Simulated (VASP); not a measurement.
An input for Ansatz (written as the equivalent of a VASP run, and not itself run):

Ansatz 0.2 input:
```yaml
crystal:
  lattice:
    - [0.0000000, 2.9402900, 2.9402900]
    - [2.9402900, 0.0000000, 2.9402900]
    - [2.9402900, 2.9402900, 0.0000000]
  atoms:
    - { symbol: Cd, position: [0.0000000, 0.0000000, 0.0000000] }
    - { symbol: Se, position: [0.2500000, 0.2500000, 0.2500000] }
kpoints:
  mp_grid: { grid: [8, 8, 8] }
hamiltonian:
  xc: lda
  pseudopotentials: { kind: paw }
scf:
  occupations: { method: gaussian, width: 0.05 }
  max_iter: 100
relax:
  max_steps: 40
  f_tol: 0.02
  cell: { p_target: 10 }
output: { forces: true, stress: true, eigenvalues: true }
```

Q: Translate this input to VASP (INCAR, KPOINTS, POSCAR, choice of POTCAR).

A: This is not unique; one that fits is 
File KPOINTS:
```
Automatic mesh
0
Gamma
8 8 8
0 0 0
```

INCAR:
```
LMAXMIX = 4   # l cut-off of mixed one-centre charges
SYSTEM = CdSe
LCHARG = F
EDIFF = 1E-6   # SCF stop (eV)
ENCUT = 500   # plane-wave cut-off (eV)
PSTRESS = 100
SIGMA = 0.05
ISIF = 3
LREAL = F   # projection in real space or not
NELM = 100   # most electronic steps
ISMEAR = 0
PREC = Accurate
NSW = 40   # most ionic steps
LASPH = T
ALGO = Normal
LWAVE = F
IBRION = 2   # conjugate gradients
EDIFFG = -0.02
```

**POSCAR**
```
CdSe
1
    0.0000000000     2.9402899507     2.9402899507
    2.9402899507     0.0000000000     2.9402899507
    2.9402899507     2.9402899507     0.0000000000
Cd Se
1 1
Direct
  0.0000000000   0.0000000000   0.0000000000
  0.2500000000   0.2500000000   0.2500000000
```

POTCAR, in this order: Cd Se (LDA.64 set). Program: vasp_std.

What does not carry over: each code has its own PAW files, so the cut-off isn't converted (ENCUT is set for VASP's; basis.ecutwfc is left out, and Ansatz then takes the one that its files recommend); Ansatz stops its SCF on the density residual and VASP on the energy change (EDIFF); Ansatz's lda is the Perdew-Wang form, while the LDA potentials of VASP carry Perdew-Zunger's.

The compound is CdSe in the zinc blende structure, whereas wurtzite is the usual form. This run relaxes it under an external pressure of 10 GPa. Symmetry was kept, so distortions that lower it aren't found.
